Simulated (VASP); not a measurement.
# Rb3Mg (I4/mmm) in VASP: equation of state

How stiff is Rb3Mg in PBE, and what volume does it want? The cell is scaled to several volumes.

All numbers are computed with VASP 6.6.1; they aren't measurements. Logs are shortened: lines on timing, memory, paths and dates and some standing lists are left out, and cuts for length are marked.

## (1) The structure

Symmetry: I4/mmm, No. 139, tetragonal system. The conventional cell has a = 6.455 Å, b = 6.455 Å, c = 12.375 Å, α = 90.00°, β = 90.00°, γ = 90.00°. Around Rb (site symmetry -4m2) lie 4 Rb at 4.47 Å and 4 Mg at 4.47 Å. Around Rb (site symmetry 4/mmm) lie 8 Rb at 4.47 Å. Mg (site symmetry 4/mmm) has 8 Rb at 4.47 Å as nearest neighbours.

The cell comes from a database or a generator and needn't be the stable form of this composition.

## (2) Equation of state, PBE, 60.58 Å³/atom (volume scaled by 0.94)

The input, INCAR:

```
  PREC = Accurate
  ENCUT = 520
  EDIFF = 1E-7
  ISMEAR = -1
  SIGMA = 0.05
  LREAL = F
  LASPH = T
  NELM = 60
  ALGO = Normal
  ISIF = 2
  LWAVE = F
  LCHARG = F
  GGA = PE
  NBANDS = 22
```

The input, KPOINTS:

```
regular mesh
0
Gamma
  6 6 6
```

The input, POSCAR:

```
Rb3Mg
1.0
   -3.1613859223      3.1613859223      6.0612615370
    3.1613859223     -3.1613859223      6.0612615370
    3.1613859223      3.1613859223     -6.0612615370
Rb Mg
3 1
Direct
    0.2500000000      0.7500000000      0.5000000000
    0.7500000000      0.2500000000      0.5000000000
    0.5000000000      0.5000000000      0.0000000000
    0.0000000000      0.0000000000      0.0000000000
```

Potentials or basis: VASP PAW PBE potentials, release 64 (Rb_sv, Mg).

Command:

```
cat potpaw_PBE.64/Rb_sv/POTCAR potpaw_PBE.64/Mg/POTCAR > POTCAR
mpirun -np 1 vasp_std > vasp.out
```

OUTCAR:

```text
PREC = Accurate
   ENCUT = 520
   EDIFF = 1E-7
   ISMEAR = -1
   LREAL = F
   LASPH = T
   NELM = 60
   ISIF = 2
   GGA = PE

 Found     30 irreducible k-points:

 Following reciprocal coordinates:
            Coordinates               Weight
  0.000000  0.000000  0.000000      1.000000
  0.166667 -0.000000  0.000000      8.000000
  0.333333 -0.000000  0.000000      8.000000
  0.500000  0.000000 -0.000000      4.000000
  0.166667  0.166667  0.000000      8.000000
  0.333333  0.166667  0.000000     16.000000
   k-points           NKPTS =     30   k-points in BZ     NKDIM =     30   number of bands    NBANDS=     22
   number of dos      NEDOS =    301   number of ions     NIONS =      4
   total plane-waves  NPLWV = 175616
   dimension x,y,z NGX =    56 NGY =   56 NGZ =   56
   dimension x,y,z NGXF=   112 NGYF=  112 NGZF=  112
   ions per type =               3   1
   NGX,Y,Z   is equivalent  to a cutoff of  12.36, 12.36, 12.36 a.u.
   NGXF,Y,Z  is equivalent  to a cutoff of  24.72, 24.72, 24.72 a.u.
 SYSTEM =  unknown system
   PREC   = accura    normal or accurate (medium, high low for compatibility)
   ISTART =      0    job   : 0-new  1-cont  2-samecut
   ICHARG =      2    charge: 1-file 2-atom 10-const
   ISPIN  =      1    spin polarized calculation?
   LNONCOLLINEAR =      F non collinear calculations
   LSORBIT =      F    spin-orbit coupling
   LASPH  =      T    aspherical Exc in radial PAW
   ENCUT  =  520.0 eV  38.22 Ry    6.18 a.u.  14.00 14.00 14.00*2*pi/ulx,y,z
   NELM   =     60;   NELMIN=  2; NELMDL= -5     # of ELM steps
   EDIFF  = 0.1E-06   stopping-criterion for ELM
   LREAL  =      F    real-space projection
   EDIFFG = 0.1E-05   stopping-criterion for IOM
   NSW    =      0    number of steps for IOM
   IBRION =     -1    ionic relax: 0-MD 1-quasi-New 2-CG
   NFREE  =      0    steps in history (QN), initial steepest desc. (CG)
   ISIF   =      2    stress and relaxation
   ISYM   =      2    0-nonsym 1-usesym 2-fastsym
   POTIM  = 0.5000    time-step for ionic-motion
   TEBEG  =    0.0;   TEEND  =   0.0 temperature during run
   PSTRESS=    0.0 pullay stress
   NELECT =      29.0000    total number of electrons
   NUPDOWN=      -1.0000    fix difference up-down
   EMIN   =  10.00;   EMAX   =-10.00  energy-range for DOS
   EFERMI =   0.00;   METHOD = LEGACY
   ISMEAR =    -1;   SIGMA  =   0.05  broadening in eV -4-tet -1-fermi 0-gaus
   EFERMI_NEDOS =   21; number of points for ismear=-14 and -15
   IALGO  =     38    algorithm
   IMIX   =      4    mixing-type and parameters
     AMIX     =   0.40;   BMIX     =  1.00
     AMIX_MAG =   1.60;   BMIX_MAG =  1.00
  volume/ion in A,a.u.               =      60.58       408.80
  Fermi-wavevector in a.u.,A,eV,Ry     =   0.806767  1.524569  8.855666  0.650873
  Thomas-Fermi vector in A             =   1.915261
   LORBIT       =      0    0 simple, 1 ext, 2 COOP (PROOUT), +10 PAW based schemes
   GGA     = PE    functional components
   LHFCALC =     F    Hartree Fock is set to
   AEXX    =    0.0000 exact exchange contribution
   IVDW    =     0    specifies the selected vdW correction
   LEPSILON=     F    determine dielectric tensor
   LRPA    =     F    only Hartree local field effects (RPA)
 non-spin polarized calculation
  energy-cutoff  :      520.00
  volume of cell :      242.31
 maximum number of plane-waves:      6582
   NGX = 29   NGY = 29   NGZ = 29

 number of electron      29.0000000 magnetization

 Free energy of the ion-electron system (eV)
  ---------------------------------------------------
  ext. energy  EPLUGINS =         0.00000000
  ---------------------------------------------------
  free energy    TOTEN  =        -3.62086602 eV

  energy without entropy =       -3.59484932  energy(sigma->0) =       -3.60785767

 E-fermi :   0.6741     XC(G=0):  -6.3497

 val. band max:        0.6292497076   @ k =  -0.3333   0.5000   0.3333
 cond. band min:       0.6938039481   @ k =   0.1667   0.1667   0.1667
 fundamental gap:      0.0645542405
 Fermi energy:         0.6740994407

 k-point     1 :       0.0000    0.0000    0.0000
  band No.  band energies     occupation
      1     -28.1473      2.00000
      2     -28.0210      2.00000
      3     -28.0084      2.00000
      4     -12.3550      2.00000
      5     -12.2380      2.00000
      6     -12.2380      2.00000
      7     -12.2035      2.00000
      8     -12.2035      2.00000
      9     -12.0884      2.00000
     10     -12.0627      2.00000
     11     -12.0460      2.00000
     12     -12.0460      2.00000
     13      -2.5239      2.00000
     14       0.9171      0.01537
     15       1.1362      0.00019
     16       1.5183      0.00000
     17       1.5183      0.00000
     18       2.4646      0.00000
     19       2.5202      0.00000
     20       2.6694      0.00000
     21       2.7258      0.00000
     22       3.0218      0.00000

 k-point     2 :       0.1667   -0.0000    0.0000
  band No.  band energies     occupation
      1     -28.1471      2.00000
      2     -28.0203      2.00000
      3     -28.0093      2.00000
      4     -12.3537      2.00000
      5     -12.2496      2.00000
      6     -12.2459      2.00000
      7     -12.1870      2.00000
      8     -12.1839      2.00000
      9     -12.0847      2.00000
     10     -12.0710      2.00000
     11     -12.0552      2.00000
     12     -12.0547      2.00000
     13      -2.3849      2.00000
     14       0.5130      1.92325
     15       1.1183      0.00028
     16       1.4602      0.00000
     17       1.5072      0.00000
     18       2.4299      0.00000
     19       2.6672      0.00000
     20       2.8011      0.00000
     21       2.8953      0.00000
     22       3.0244      0.00000

 k-point     3 :       0.3333   -0.0000    0.0000
  band No.  band energies     occupation
      1     -28.1466      2.00000
      2     -28.0183      2.00000
      3     -28.0118      2.00000
      4     -12.3482      2.00000
      5     -12.2623      2.00000
      6     -12.2542      2.00000
      7     -12.1560      2.00000
      8     -12.1502      2.00000
      9     -12.1031      2.00000
     10     -12.0863      2.00000
     11     -12.0777      2.00000
     12     -12.0568      2.00000
     13      -2.0267      2.00000
     14      -0.1274      2.00000
     15       0.8750      0.03532
     16       1.4920      0.00000
     17       1.5336      0.00000
     18       2.3621      0.00000
     19       2.7285      0.00000
     20       2.9596      0.00000
     21       3.0753      0.00000
     22       3.2369      0.00000

 k-point     4 :       0.5000    0.0000   -0.0000
  band No.  band energies     occupation
      1     -28.1463      2.00000
      2     -28.0153      2.00000
      3     -28.0150      2.00000
      4     -12.3442      2.00000
      5     -12.2653      2.00000
      6     -12.2569      2.00000
      7     -12.1374      2.00000
      8     -12.1322      2.00000
      9     -12.1059      2.00000
     10     -12.1045      2.00000
     11     -12.0988      2.00000
     12     -12.0539      2.00000
     13      -1.7536      2.00000
     14      -0.5109      2.00000
     15       0.8090      0.12618
     16       1.4840      0.00000
     17       1.4870      0.00000
     18       2.3999      0.00000
     19       2.7357      0.00000
     20       3.0972      0.00000
     21       3.1032      0.00000
     22       3.6648      0.00000

 k-point     5 :       0.1667    0.1667    0.0000
  band No.  band energies     occupation
      1     -28.1467      2.00000
      2     -28.0198      2.00000
      3     -28.0101      2.00000
      4     -12.3502      2.00000
      5     -12.2613      2.00000
      6     -12.2580      2.00000
      7     -12.1740      2.00000
      8     -12.1543      2.00000
      9     -12.1012      2.00000
     10     -12.0795      2.00000
     11     -12.0669      2.00000
     12     -12.0445      2.00000
     13      -2.2047      2.00000
     14       0.2067      1.99983
     15       1.0359      0.00144
     16       1.1452      0.00016
     17       1.7216      0.00000
     18       2.4269      0.00000
     19       2.4738      0.00000
     20       2.9511      0.00000
     21       2.9874      0.00000
     22       3.2692      0.00000

 k-point     6 :       0.3333    0.1667    0.0000
  band No.  band energies     occupation
      1     -28.1463      2.00000
      2     -28.0180      2.00000
      3     -28.0123      2.00000
      4     -12.3487      2.00000
      5     -12.2721      2.00000
      6     -12.2595      2.00000
      7     -12.1648      2.00000
      8     -12.1335      2.00000
      9     -12.1171      2.00000
     10     -12.0827      2.00000
     11     -12.0662      2.00000
     12     -12.0529      2.00000
     13      -1.8642      2.00000
     14      -0.1677      2.00000
     15       0.7102      0.65369
     16       1.0648      0.00081
     17       1.7678      0.00000
     18       2.1839      0.00000
     19       2.6832      0.00000
     20       3.0631      0.00000
     21       3.2682      0.00000
     22       3.5267      0.00000

 [... further k-points ...]

------------------------ aborting loop because EDIFF is reached ----------------------------------------

  FORCE on cell =-STRESS in cart. coord.  units (eV):
  Direction    XX          YY          ZZ          XY          YZ          ZX
  --------------------------------------------------------------------------------------
  -------------------------------------------------------------------------------------
  Total        0.5410423      0.5410423      0.3872827      0.0000000      0.0000000      0.0000000
  in kB        3.5773690      3.5773690      2.5607112      0.0000000      0.0000000      0.0000000
  external PRESSURE =       3.2384831 kB  Pullay stress =       0.0000000 kB

 VOLUME and BASIS-vectors are now :
 -----------------------------------------------------------------------------
  energy-cutoff  :      520.00
  volume of cell :      242.31
      direct lattice vectors                 reciprocal lattice vectors
    -3.161385922  3.161385922  6.061261537     0.000000000  0.158158482  0.082491078
     3.161385922 -3.161385922  6.061261537     0.158158482  0.000000000  0.082491078
     3.161385922  3.161385922 -6.061261537     0.158158482  0.158158482  0.000000000

 POSITION                                       TOTAL-FORCE (eV/Angst)
 -----------------------------------------------------------------------------------
      3.16139     -0.00000      3.03063         0.000000     -0.000000      0.000000
     -0.00000      3.16139      3.03063        -0.000000      0.000000      0.000000
      0.00000      0.00000      6.06126         0.000000     -0.000000     -0.000000
      0.00000      0.00000      0.00000         0.000000     -0.000000     -0.000000
 -----------------------------------------------------------------------------------
    total drift:                               -0.000000     -0.000000      0.000000

  FREE ENERGIE OF THE ION-ELECTRON SYSTEM (eV)
  ---------------------------------------------------
  free  energy   TOTEN  =        -3.6208660208 eV

  energy  without entropy=       -3.5948493233  energy(sigma->0) =       -3.60785767
```

Run time: 2 min. Hardware: 1 thread of Intel Xeon Platinum 8559C (Emerald Rapids), shared host; peak memory 0.5 GiB.

Results:

* Free energy: -3.6209 eV
* Pressure: 0.3 GPa
* Band gap on the k mesh: none (metal or under the smearing width)

## (3) Equation of state, PBE, 61.87 Å³/atom (volume scaled by 0.96)

The input, INCAR:

```
SYSTEM = Rb3Mg
ALGO = Normal
EDIFF = 1E-7
ENCUT = 520
GGA = PE
ISIF = 2
ISMEAR = -1
LASPH = .TRUE.
LCHARG = .FALSE.
LREAL = .FALSE.
LWAVE = .FALSE.
NBANDS = 22
NELM = 60
PREC = Accurate
SIGMA = 0.05
```

The input, KPOINTS:

```
k-points
0
G
  6 6 6
  0 0 0
```

The input, POSCAR:

```
Rb3Mg
1.0
   -3.1836499370      3.1836499370      6.1039478838
    3.1836499370     -3.1836499370      6.1039478838
    3.1836499370      3.1836499370     -6.1039478838
Rb Mg
3 1
Direct
    0.2500000000      0.7500000000      0.5000000000
    0.7500000000      0.2500000000      0.5000000000
    0.5000000000      0.5000000000      0.0000000000
    0.0000000000      0.0000000000      0.0000000000
```

Potentials or basis: VASP PAW PBE potentials, release 64 (Rb_sv, Mg).

Command:

```
cat potpaw_PBE.64/Rb_sv/POTCAR potpaw_PBE.64/Mg/POTCAR > POTCAR
mpirun -np 1 vasp_std > vasp.out
```

Run time: 2.2 min. Hardware: 1 thread of Intel Xeon Platinum 8559C (Emerald Rapids), shared host; peak memory 0.5 GiB.

The run converged. Its results:

- Free energy: -3.6296 eV
- Pressure: 0.2 GPa
- Band gap on the k mesh: none (metal or under the smearing width)

## (4) Equation of state, PBE, 63.16 Å³/atom (volume scaled by 0.98)

The input, INCAR:

```
PREC = Accurate
ENCUT = 520
EDIFF = 1E-7
ISMEAR = -1
SIGMA = 0.05
LREAL = False
LASPH = True
NELM = 100
ALGO = Normal
ISIF = 2
LWAVE = False
LCHARG = False
GGA = PE
NBANDS = 22
```

The input, KPOINTS:

```
Automatic mesh
0
Gamma
  6 6 6
```

The input, POSCAR:

```
Rb3Mg
1.0
   -3.2056068373      3.2056068373      6.1460454064
    3.2056068373     -3.2056068373      6.1460454064
    3.2056068373      3.2056068373     -6.1460454064
Rb Mg
3 1
Direct
    0.2500000000      0.7500000000      0.5000000000
    0.7500000000      0.2500000000      0.5000000000
    0.5000000000      0.5000000000      0.0000000000
    0.0000000000      0.0000000000      0.0000000000
```

Command:

```
cat potpaw_PBE.64/Rb_sv/POTCAR potpaw_PBE.64/Mg/POTCAR > POTCAR
mpirun -np 1 vasp_std > vasp.out
```

It took 2.4 min on 1 thread of Intel Xeon Platinum 8559C (Emerald Rapids), shared host; peak memory 0.56 GiB.

It converged, with:

```yaml
Free_energy: -3.6350 eV
Pressure: 0.1 GPa
Band_gap_on_the_k_mesh: none (metal or under the smearing width)
```

## (5) Equation of state, PBE, 65.73 Å³/atom (volume scaled by 1.02)

The input, INCAR:

```
SYSTEM = Rb3Mg
PREC     = Accurate       ! precision mode
ENCUT    = 520            ! plane-wave cutoff, eV
EDIFF    = 1E-7           ! SCF threshold, eV
ISMEAR   = -1             ! smearing method
SIGMA    = 0.05           ! smearing width, eV
LREAL    = .False.        ! projectors in reciprocal space
LASPH    = .True.         ! aspherical terms in the spheres
NELM     = 80             ! most SCF steps
ALGO     = Normal         ! electronic algorithm
ISIF     = 2              ! what is computed and relaxed
LWAVE    = .False.        ! write WAVECAR
LCHARG   = .False.        ! write CHGCAR
GGA      = PE             ! functional
NBANDS   = 22             ! bands
```

The input, KPOINTS:

```
regular mesh
0
Gamma
  6 6 6
  0 0 0
```

The input, POSCAR:

```
Rb3Mg
1.0
   -3.2486402520      3.2486402520      6.2285525055
    3.2486402520     -3.2486402520      6.2285525055
    3.2486402520      3.2486402520     -6.2285525055
Rb Mg
3 1
Direct
    0.2500000000      0.7500000000      0.5000000000
    0.7500000000      0.2500000000      0.5000000000
    0.5000000000      0.5000000000      0.0000000000
    0.0000000000      0.0000000000      0.0000000000
```

Command:

```
cat potpaw_PBE.64/Rb_sv/POTCAR potpaw_PBE.64/Mg/POTCAR > POTCAR
mpirun -np 1 vasp_std > vasp.out
```

It took 2.3 min on 1 thread of Intel Xeon Platinum 8559C (Emerald Rapids), shared host; peak memory 0.57 GiB.

Results (log left out):

```
Free energy            : -3.6372 eV
Pressure               : -0.1 GPa
Band gap on the k mesh : none (metal or under the smearing width)
```

## (6) Equation of state, PBE, 67.02 Å³/atom (volume scaled by 1.04)

The input, INCAR:

```
SYSTEM = Rb3Mg
  PREC = Accurate
  ENCUT = 520
  EDIFF = 1E-7
  ISMEAR = -1
  SIGMA = 0.05
  LREAL = .FALSE.
  LASPH = .TRUE.
  NELM = 60
  ALGO = Normal
  ISIF = 2
  LWAVE = .FALSE.
  LCHARG = .FALSE.
  GGA = PE
  NBANDS = 22
```

The input, KPOINTS:

```
Automatic mesh
0
G
  6 6 6
  0 0 0
```

The input, POSCAR:

```
Rb3Mg
1.0
   -3.2697359097      3.2697359097      6.2689987849
    3.2697359097     -3.2697359097      6.2689987849
    3.2697359097      3.2697359097     -6.2689987849
Rb Mg
3 1
Direct
    0.2500000000      0.7500000000      0.5000000000
    0.7500000000      0.2500000000      0.5000000000
    0.5000000000      0.5000000000      0.0000000000
    0.0000000000      0.0000000000      0.0000000000
```

Potentials or basis: VASP PAW PBE potentials, release 64 (Rb_sv, Mg).

Command:

```
cat potpaw_PBE.64/Rb_sv/POTCAR potpaw_PBE.64/Mg/POTCAR > POTCAR
mpirun -np 1 vasp_std > vasp.out
```

Run time: 1.9 min. Hardware: 1 thread of Intel Xeon Platinum 8559C (Emerald Rapids), shared host; peak memory 0.57 GiB.

Results (log left out):

| Item | Value |
| --- | --- |
| Free energy | -3.6345 eV |
| Pressure | -0.1 GPa |
| Band gap on the k mesh | none (metal or under the smearing width) |

## (7) Equation of state, PBE, 68.31 Å³/atom (volume scaled by 1.06)

The input, INCAR:

```
ALGO     = Normal         # electronic algorithm
EDIFF    = 1E-7           # SCF threshold, eV
ENCUT    = 520            # plane-wave cutoff, eV
GGA      = PE             # functional
ISIF     = 2              # what is computed and relaxed
ISMEAR   = -1             # smearing method
LASPH    = True           # aspherical terms in the spheres
LCHARG   = False          # write CHGCAR
LREAL    = False          # projectors in reciprocal space
LWAVE    = False          # write WAVECAR
NBANDS   = 22             # bands
NELM     = 80             # most SCF steps
PREC     = Accurate       # precision mode
SIGMA    = 0.05           # smearing width, eV
```

The input, KPOINTS:

```
k-points
0
Gamma
  6 6 6
```

The input, POSCAR:

```
Rb3Mg
1.0
   -3.2905628146      3.2905628146      6.3089297901
    3.2905628146     -3.2905628146      6.3089297901
    3.2905628146      3.2905628146     -6.3089297901
Rb Mg
3 1
Direct
    0.2500000000      0.7500000000      0.5000000000
    0.7500000000      0.2500000000      0.5000000000
    0.5000000000      0.5000000000      0.0000000000
    0.0000000000      0.0000000000      0.0000000000
```

Command:

```
cat potpaw_PBE.64/Rb_sv/POTCAR potpaw_PBE.64/Mg/POTCAR > POTCAR
mpirun -np 1 vasp_std > vasp.out
```

Wall time 2.4 min (1 thread of Intel Xeon Platinum 8559C (Emerald Rapids), shared host); peak memory 0.56 GiB.

It converged, with:

- Free energy: -3.6295 eV
- Pressure: -0.2 GPa
- Band gap on the k mesh: none (metal or under the smearing width)

## (8) Equation of state, PBE

Potentials or basis: VASP PAW PBE potentials, release 64 (Rb_sv, Mg).

This step only gathers the single runs of the series.

Results:

* Equilibrium volume: 64.94 Å³/atom
* Bulk modulus at fixed shape and positions: 4.1 GPa
* Pressure derivative of the bulk modulus: 4.1

Energy against volume, from the lowest point:
```csv
volume (Å³/atom),energy (meV/atom)
60.578,4.15
61.867,1.96
63.156,0.61
64.445,0.00
65.734,0.07
67.023,0.75
68.312,1.99
```

Caveat: the cell was scaled at fixed shape and fractional positions, which overstates the stiffness of a crystal with free parameters, most of all of layers and chains.
